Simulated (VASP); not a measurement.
Given:

```xyz
18
Lattice="3.8073 0.0000 0.0000 0.0000 5.3844 0.0000 0.0000 0.0000 26.3510" Properties=species:S:1:pos:R:3 pbc="T T T"
Si     1.9037     1.3626     8.4079
Si     0.0000     1.3404    10.2846
Si     3.8073     4.0440    10.2846
Si     1.9037     4.0218     8.4079
Si     1.9037     1.3536    12.2257
Si     0.0000     1.3386    14.1254
Si     3.8073     4.0458    14.1254
Si     1.9037     4.0308    12.2257
Si     1.9037     1.3518    16.0664
Si     3.8073     1.3296    17.9432
Si     3.8073     4.0548    17.9432
Si     1.9037     4.0326    16.0664
Ni     3.8073     0.0000     8.4498
Ni     1.9037     2.6922    10.3775
Ni     3.8073     0.0000    12.2127
Ni     1.9037     2.6922    14.1383
Ni     3.8073     0.0000    15.9736
Ni     1.9037     2.6922    17.9013
```

Calculation: r2SCAN meta-GGA, VASP's PBE PAW potentials (set 64) (plane waves; VASP). Settings: PREC = Normal, LREAL = Auto, EDIFF = 1E-5, 400 eV cut-off, 7×5×1 Γ-centred mesh, first-order Methfessel-Paxton smearing of 0.10 eV, potentials Si Ni.

**Question.** The ions are relaxed. What does this cell relax into?

**Answer.** 
```xyz
18
Lattice="3.8073 0.0000 0.0000 0.0000 5.3844 0.0000 0.0000 0.0000 26.3510" Properties=species:S:1:pos:R:3 pbc="T T T"
Si     1.9037     1.4342     8.4132
Si     3.8073     1.3387    10.2570
Si     0.0000     4.0457    10.2570
Si     1.9037     3.9502     8.4132
Si     1.9037     1.3401    12.2619
Si     0.0000     1.3521    14.0891
Si     0.0000     4.0323    14.0891
Si     1.9037     4.0443    12.2619
Si     1.9037     1.3535    16.0941
Si     0.0000     1.2580    17.9378
Si     0.0000     4.1264    17.9378
Si     1.9037     4.0309    16.0941
Ni     0.0000     0.0000     8.4379
Ni     1.9037     2.6922    10.4391
Ni     0.0000     0.0000    12.1743
Ni     1.9037     2.6922    14.1767
Ni     0.0000     0.0000    15.9120
Ni     1.9037     2.6922    17.9132
```

**Question.** How much energy does the relaxation gain?

**Answer.** The energy (σ→0) changes by -7.3 meV/atom, in 11 ionic steps.

```
step  E(σ→0) (eV)  max force (eV/Å)  pressure (GPa)  volume (Å³)
----  -----------  ----------------  --------------  -----------
1       -179.9544             0.387           -2.19       540.20
2       -180.0150             0.321           -2.12       540.20
3       -180.0670             0.268           -2.07       540.20
4       -180.0688             0.369           -2.07       540.20
5       -180.0815             0.112           -2.15       540.20
6       -180.0818             0.100           -2.08       540.20
7       -180.0854             0.043           -2.10       540.20
8       -180.0858             0.043           -2.16       540.20
9       -180.0858             0.049           -2.10       540.20
10      -180.0858             0.049           -2.12       540.20
11      -180.0861             0.015           -2.08       540.20
```

The cell is a thin slab with vacuum, built from NiSi2 (fluorite): (110) face. The run is not spin-polarised, so no magnetic state was tried.
